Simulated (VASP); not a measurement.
Hf2Pd2Se2Br2O3:

```
Hf Pd Se Br O
1.0
     5.76069    0.00496   -0.00286
    -0.52750    5.84664    0.03413
    -1.48435   -0.92642    6.64586
Hf Pd Se Br O
2 2 2 2 3
Cartesian
  3.5658 1.9949 2.3367
  0.5362 2.1009 3.9624
  3.9042 -0.0043 5.6409
  0.4456 4.9498 2.4142
  2.0523 1.4944 6.2402
  2.4066 4.0824 3.5487
  4.1617 5.6554 1.0519
  -0.4152 4.0015 5.7576
  4.5038 1.1491 3.9299
  1.7546 1.0574 2.7229
  -0.4225 3.0696 2.4575
```

The cell was built by a generator and needn't be a form met in nature.

Base run:

```yaml
Program: VASP 6.6.1
Functional: PBE
Potentials_or_basis: VASP PAW PBE potentials, release 64 (Hf_pv, Pd, Se, Br, O)
Cutoff: 520 eV
k_mesh: 5 × 5 × 4
Occupations: fermi-dirac, width 0.05 eV
Spin: no spin polarisation
```

Its results: band gap on the k mesh 0.20 eV, indirect (least direct gap 0.46 eV); pressure -0.6 GPa; largest force 0.187 eV/Å.

Problem. The run is repeated on the same cell with these changes: further incar settings from ALGO = Fast; EDIFF = 1e-08 to ALGO = Fast; EDIFF = 1e-07; dispersion from none to TS. What comes out?

Solution. Band gap on the k mesh 0.20 eV, indirect (least direct gap 0.46 eV); pressure -2.1 GPa; largest force 0.167 eV/Å.

Caveats: spin-orbit coupling is left out, which moves the levels of the heavy elements; an odd mesh through Γ misses points on the zone boundary, where band edges often lie.

Not every run made on this cell is shown here.
